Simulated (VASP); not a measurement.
Energy against volume of Na (bcc). Calculation: AM05 GGA, VASP's PBE PAW potentials (set 64) (plane waves; VASP). Run with 520 eV cut-off, 12×12×12 Γ-centred mesh, first-order Methfessel-Paxton smearing of 0.10 eV, potentials Na_pv.

```tsv
V (Å³/atom)	E (eV/atom)
34.808	-1.29706
35.919	-1.30020
37.030	-1.30150
38.140	-1.30118
```

Question: Fit these four points and predict the energy of the run at 39.251 Å³/atom.

Answer: A cubic in V^(−2/3), the third-order Birch-Murnaghan form, passes through the four points with V0 = 37.35 Å³/atom and B0 = 8 GPa, and gives -1.2994 eV/atom there. The run gave -1.2995 eV/atom, -0.0 meV/atom from the fit; all five points give B0 = 8 GPa.

The compound is Na in the bcc structure. It was relaxed first.
